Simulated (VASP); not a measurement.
# Ga24CN22O (a cell with a defect) in VASP: notebook, part 2 of 2

VASP 6.6.1.

### Step 3. Single point, HSE06

POSCAR reads:

```
Ga24CN22O                               
1.0
   -3.2177240000     -5.5732640000      5.2440550000
    6.4354500000      0.0000000000      5.2440550000
   -3.2177260000      5.5732640000      5.2440550000
  Ga              C               N               O             
    24     1    22     1
Direct
     0.8258427374841816    0.5072252230169668    0.6663225267714920
     0.6652238263920681    0.3345530838683754    0.0018007629431143
     0.0003495338688639    0.6671887067047627    0.3325796195507807
     0.6662474004196645    0.8341306665891079    0.4983112745524634
     0.0011369507670605    0.1611028480719881    0.8412982570331410
     0.1764722894227209    0.3339813747753732    0.4949583822067670
     0.4992739376941881    0.6670889594684933    0.8334147867272600
     0.8319184328359807    0.9986894038105054    0.1661802211732150
     0.3340837632289959    0.4995575718386414    0.1658809073804648
     0.3341747377384235    0.0001223269781725    0.6656910198167368
     0.1671025213198159    0.8326637497991084    0.9998746881795568
     0.5018397493896530    0.1686637577542798    0.3340220791860761
     0.6654886451849744    0.4981959199829638    0.3336882201688770
     0.5012108706812315    0.3320002980172731    0.6649610420893070
     0.8324129731340637    0.6670373125361790    0.9987371643554955
     0.4992306062869210    0.8330976722129442    0.1648895532084990
     0.8242019251826619    0.1611487871559691    0.4920963823430515
     0.9972331433099024    0.3332784115901404    0.1669657651996518
     0.3341823179876378    0.6657536921344324    0.4984852886807753
     0.6650012127268622    0.0006020513355125    0.8316459281170810
     0.1649958375690167    0.4997056394597790    0.8331060990483627
     0.1668883695144897    0.9980271964926957    0.3319062613231660
     0.0008703271558870    0.8317786134159709    0.6649289417549281
     0.3325556443048164    0.1659758622447976    0.9996453159180219
     0.6253612493701022    0.2942566573303947    0.4595837966165115
     0.4564758118335269    0.1243196896110593    0.7939171086901657
     0.7928054009990734    0.4611965561442914    0.1230908498413749
     0.4572808202260837    0.6275580661759398    0.2895864446848593
     0.7947436252490556    0.9570834560706254    0.6263934974844866
     0.9610690987947064    0.1234777915591166    0.2907807835412914
     0.2888114275331061    0.4594284130691159    0.6271002434277111
     0.6253041013004743    0.7929608091849797    0.9573692585337588
     0.1236071189402771    0.2921098592878322    0.9582330763638159
     0.1263723253363300    0.7911554885558568    0.4580941206899521
     0.9579929194199875    0.6241708661698419    0.7905626449885227
     0.2915003676236437    0.9584022414118227    0.1242853609504191
     0.7939332118337461    0.6274813809328467    0.4577529932798958
     0.6252408405862383    0.4591936196923233    0.7946062128568808
     0.9590648763260380    0.7919177792200834    0.1240695053304509
     0.6244232894889854    0.9567458667870123    0.2897926006569458
     0.1241548579264471    0.4577533517967138    0.2925749043040209
     0.4589918216850946    0.7916101431122610    0.6248024146023404
     0.7912749607460756    0.1265203527077131    0.9572975415792553
     0.2908595627446977    0.6248580950591964    0.9578948395505648
     0.2885554849553355    0.1234003100483575    0.4583706036319278
     0.1250785169907022    0.9586990028759850    0.7907113324227967
     0.4563068913618321    0.2914587065439819    0.1230284433920635
     0.9627628851283596    0.2926909373982184    0.6279141348517044
```

INCAR.step1 reads:

```
SYSTEM = Ga24CN22O
PREC = Normal
ENCUT = 400
EDIFF = 1E-5
ISMEAR = 0
SIGMA = 0.01
LREAL = Auto
LASPH = .TRUE.
NELM = 80
ALGO = Normal
ISIF = 2
LWAVE = .TRUE.
LCHARG = .FALSE.
NBANDS = 246
ICORELEVEL = 1
GGA = PE
```

INCAR.step2 reads:

```
SYSTEM = Ga24CN22O
PREC = Normal
ENCUT = 400
EDIFF = 1E-6
ISMEAR = 0
SIGMA = 0.01
LREAL = Auto
LASPH = .TRUE.
NELM = 80
ALGO = Normal
ISIF = 2
LWAVE = .FALSE.
LCHARG = .FALSE.
GGA = PE
LHFCALC = .TRUE.
HFSCREEN = 0.2
PRECFOCK = Fast
NBANDS = 246
ICORELEVEL = 1
ISTART = 1
```

KPOINTS reads:

```
regular mesh
0
G
  1 1 1
  0 0 0
```

Potentials or basis: VASP PAW PBE potentials, release 64 (Ga_d, C, N, O).

On the command line:

```
$ cat potpaw_PBE.64/Ga_d/POTCAR potpaw_PBE.64/C/POTCAR potpaw_PBE.64/N/POTCAR potpaw_PBE.64/O/POTCAR > POTCAR
$ cp INCAR.step1 INCAR
$ mpirun -np 8 vasp_gam > vasp.out
$ cp INCAR.step2 INCAR
$ mpirun -np 8 vasp_gam > vasp.out
```

It took 2.6 min on 8 MPI ranks of Intel Xeon Platinum 8488C (Sapphire Rapids), shared host; peak memory 0.36 GiB.

The run converged. Its results:

```
Free energy            : -352.4347 eV
Largest force          : 0.108 eV/Å
Band gap on the k mesh : 2.75 eV, direct
```

Forces on the atoms (eV/Å):
```
Ga   0.059  0.042  0.016
Ga   0.018  0.024  0.023
Ga   0.010 -0.003 -0.005
Ga   0.003 -0.006 -0.016
Ga  -0.020  0.014  0.028
Ga  -0.002 -0.046  0.048
Ga   0.003  0.001 -0.015
Ga  -0.008  0.014 -0.003
Ga  -0.005 -0.015 -0.002
Ga  -0.001 -0.009  0.016
Ga  -0.013  0.012 -0.017
Ga  -0.004 -0.014 -0.007
Ga   0.036 -0.025  0.002
Ga  -0.004  0.034  0.018
Ga  -0.028  0.025  0.012
Ga  -0.023  0.022  0.029
Ga  -0.008 -0.003 -0.097
Ga   0.011  0.001  0.017
Ga   0.000 -0.005  0.020
Ga   0.002  0.011 -0.008
Ga  -0.006 -0.031  0.044
Ga   0.009  0.003  0.028
Ga  -0.002 -0.003 -0.009
Ga  -0.011 -0.032  0.050
C   -0.054 -0.015  0.010
N   -0.024 -0.031 -0.023
N   -0.022 -0.028 -0.027
N    0.018 -0.004 -0.008
N    0.038  0.013  0.029
N   -0.001  0.003  0.020
N    0.040  0.021 -0.066
N   -0.011 -0.010 -0.024
N   -0.037  0.024 -0.086
N   -0.019  0.015 -0.016
N    0.005 -0.023 -0.061
N    0.039  0.026 -0.029
N   -0.021  0.076  0.074
N    0.037 -0.064  0.036
N    0.002 -0.015 -0.009
N    0.000 -0.020  0.000
N   -0.004  0.003 -0.003
N   -0.016 -0.008  0.005
N   -0.032 -0.030  0.011
N    0.017  0.026  0.005
N    0.022  0.029 -0.023
N    0.054  0.025 -0.010
N   -0.015 -0.023 -0.035
O   -0.034 -0.002  0.060
```

Levels at points of the mesh, in eV from the valence-band top:
```csv
k point,band 214,band 215,band 216,band 217,band 218,band 219
"(0.00, 0.00, 0.00)",-0.18,-0.07,0.00,2.75,5.07,5.62
```

Core levels (eV, on the scale of the bands):
| atom | levels |
| --- | --- |
| 1 Ga | 1s -10216.7, 2s -1250.1, 2p -1086.6, 3s -136.9, 3p -87.7 |
| 2 Ga | 1s -10216.3, 2s -1249.7, 2p -1086.1, 3s -136.4, 3p -87.2 |
| 3 Ga | 1s -10216.3, 2s -1249.7, 2p -1086.2, 3s -136.5, 3p -87.3 |
| 4 Ga | 1s -10216.3, 2s -1249.7, 2p -1086.2, 3s -136.5, 3p -87.3 |
| 5 Ga | 1s -10216.8, 2s -1250.1, 2p -1086.6, 3s -136.9, 3p -87.7 |
| 6 Ga | 1s -10216.7, 2s -1250.1, 2p -1086.5, 3s -136.9, 3p -87.6 |

Caveat: the PAW data sets were made with another functional, which shifts forces and pressure a little.
